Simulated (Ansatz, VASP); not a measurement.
## EuSb: VASP beside Ansatz

```xyz
2
Lattice="0.0000 3.5930 3.5930 3.5930 0.0000 3.5930 3.5930 3.5930 0.0000" Properties=species:S:1:pos:R:3 pbc="T T T"
Eu    0.0000    0.0000    0.0000
Sb    1.7965    1.7965    1.7965
```

Alike in both runs: task single point; functional PBE; k mesh 6 × 6 × 6; occupations gaussian, width 0.05 eV; collinear spin.

|  | VASP | Ansatz |
| --- | --- | --- |
| version | VASP 6.6.1 | Ansatz 0.2.0 |
| potentials or method | VASP PAW PBE potentials, release 64 (Eu, Sb) | scalar-relativistic, plane waves, PAW |
| plane-wave cutoff (eV) | 520 | 420 |
| valence electrons in the cell | 22 | 32 |

VASP gave:

```
gap on the k mesh at the Fermi level (eV)                     : none
pressure (GPa)                                                : 0.7
net moment per atom (μB)                                      : 3.00
size of the moment on the site where the two differ most (μB) : 6.38
```

Q: Which values does Ansatz return?

A: gap on the k mesh at the Fermi level (eV): none; pressure (GPa): 0.8; net moment per atom (μB): 3.00; size of the moment on the site where the two differ most (μB): 6.55.

Site moments also hang on the region over which each program counts them. A gap of «none» marks a metal or a gap that the smearing closes. The two sets of potentials don't hold the same shells in valence. Ansatz warned: «given_moment_on_shells».

Caveats: spin-orbit coupling is left out, which moves the levels of the heavy elements; a cell with one magnetic atom can't hold antiferromagnetic order, which such compounds often take; without U or exact exchange the open f shell lies at the Fermi level, which spoils levels, moments and volumes. The state reached can hang on the start; a lower one may exist.
